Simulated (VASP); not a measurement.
These are vdW-DF2, VASP's PBE PAW potentials (set 64) (plane waves; VASP 6.6.1) values and carry that method's errors.

A VASP calculation is set up with these files.

INCAR:
```
NELM = 100   ! most electronic steps
SYSTEM = SrTe
NEDOS = 601   ! DOS grid
LWAVE = F
LASPH = T
AGGAC = 0.0
ISMEAR = -5
ISIF = 2
ZAB_VDW = -1.8867
PREC = Accurate
LORBIT = 11   ! lm-projected
LREAL = F
LCHARG = T
ALGO = Normal
ENCUT = 520
LMAXMIX = 4   ! l cut-off of mixed one-centre charges
GGA = ML
EDIFF = 1E-7
LUSE_VDW = T
```

**POSCAR**
```
SrTe
1
    0.0000000000     3.4222136468     3.4222136468
    3.4222136468     0.0000000000     3.4222136468
    3.4222136468     3.4222136468     0.0000000000
Sr Te
1 1
Direct
  0.0000000000   0.0000000000   0.0000000000
  0.5000000000   0.5000000000   0.5000000000
```

**KPOINTS**
```
Automatic
0
Gamma
8 8 8
0 0 0
```

POTCAR, in this order: Sr_sv Te (PBE.64 set). Program: vasp_std.

Unless said otherwise, spin-orbit coupling is left out, though it shifts the bands of the heavy elements here.

Q: What does the run give for the energy per atom (σ→0), band gap (on the k-mesh)?

A: 
```json
{
 "energy per atom (σ→0)": "-1.944 eV/atom",
 "band gap (on the k-mesh)": "1.93 eV"
}
```

### OSZICAR
```
...
DAV:   9    -0.388748288841E+01   -0.28921E-03   -0.22645E-03   900   0.370E-01    0.249E-01
DAV:  10    -0.388760093501E+01   -0.11805E-03   -0.41115E-04   840   0.215E-01    0.287E-02
DAV:  11    -0.388760307763E+01   -0.21426E-05   -0.45345E-05  1012   0.387E-02    0.318E-02
DAV:  12    -0.388760439841E+01   -0.13208E-05   -0.42613E-06   864   0.173E-02    0.891E-03
DAV:  13    -0.388760514843E+01   -0.75002E-06   -0.24520E-06   864   0.149E-02    0.452E-03
DAV:  14    -0.388760537105E+01   -0.22261E-06   -0.43438E-07   848   0.585E-03    0.629E-04
DAV:  15    -0.388760535645E+01    0.14592E-07   -0.46349E-08   628   0.236E-03
   1 F= -.38876054E+01 E0= -.38876054E+01  d E =0.000000E+00
```

The compound is SrTe in the rock salt structure. It was relaxed first, which changed the volume by +9 %.
